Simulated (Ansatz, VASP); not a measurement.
BiP in VASP and in Ansatz

File INCAR:

```
SYSTEM = BiP
PREC = Accurate
ENCUT = 520
EDIFF = 1E-8
ISMEAR = -1
SIGMA = 0.05
LREAL = .False.
LASPH = .True.
NELM = 60
ALGO = Normal
ISIF = 2
LWAVE = .False.
LCHARG = .False.
GGA = PE
LEFG = .True.
NBANDS = 17
```

The input KPOINTS:

```
Automatic mesh
0
Gamma
  3 3 3
  0 0 0
```

The input POSCAR:

```
BiP
1.0
    0.0000000000      3.2519146124      3.2519146124
    3.2519146124      0.0000000000      3.2519146124
    3.2519146124      3.2519146124      0.0000000000
Bi P
1 1
Direct
    0.0000000000      0.0000000000      0.0000000000
    0.2500000000      0.2500000000      0.2500000000
```

Input for Ansatz:

```yaml
crystal:
  lattice:
    - [0.0, 3.2519146124, 3.2519146124]
    - [3.2519146124, 0.0, 3.2519146124]
    - [3.2519146124, 3.2519146124, 0.0]
  atoms:
    - { symbol: Bi, position: [0.0, 0.0, 0.0] }
    - { symbol: P, position: [0.25, 0.25, 0.25] }
kpoints:
  mp_grid: { grid: [3, 3, 3] }
scf:
  occupations: { method: fermi_dirac, width: 0.05 }
hamiltonian:
  xc: pbe
  pseudopotentials: { kind: paw }
output:
  forces: true
  stress: true
  eigenvalues: true
  efg: { contact_densities: true }
```

Alike in both runs: task electric field gradients; functional PBE; k mesh 3 × 3 × 3; occupations fermi-dirac, width 0.05 eV; no spin polarisation.

|  | VASP | Ansatz |
| --- | --- | --- |
| version | VASP 6.6.1 | Ansatz 0.2.0 |
| potentials or method | VASP PAW PBE potentials, release 64 (Bi_d, P) | PAW with Ansatz's default frozen-core files, scalar-relativistic |
| plane-wave cutoff (eV) | 520 | 420 |
| valence electrons in the cell | 20 | 20 |

```tsv
	VASP	Ansatz	Ansatz less VASP
pressure (GPa)	-1.6	-1.6	+0.04
Vzz of the field gradient on the site that differs most (V/Å²)	0.0	0.0	0.00
```

Ansatz warned: «gradients_without_spin_orbit».

Caveats: the k mesh is coarse (spacing up to 0.56 Å⁻¹), so the values aren't converged; spin-orbit coupling is left out, which as a rule narrows the gap of such compounds by several tenths of an eV; an odd mesh through Γ misses points on the zone boundary, where band edges often lie.
